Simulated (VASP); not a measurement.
Consider the following.

```xyz
2
Lattice="0.0000 2.3157 2.3157 2.3157 0.0000 2.3157 2.3157 2.3157 0.0000" Properties=species:S:1:pos:R:3 pbc="T T T"
Hf     0.0000     0.0000     0.0000
C      2.3157     2.3157     2.3157
```

Calculation: optB86b-vdW, VASP's PBE PAW potentials (set 64) (plane waves; VASP). Run with 520 eV cut-off, 15×15×15 Γ-centred mesh, tetrahedra with Blöchl corrections, potentials Hf_pv C.

Unless said otherwise, spin-orbit coupling is left out, though it shifts the bands of the heavy elements here.

Estimate the energy per atom (σ→0), band gap (on the k-mesh) with the smallest direct gap where there is one.

The band gap (on the k-mesh) is none (metal, semimetal or under 0.01 eV) and the energy per atom (σ→0) is -8.939 eV/atom.

Total energies compare only between runs with the same potentials, cut-off and functional.

The compound is HfC in the rock salt structure. It was relaxed first.
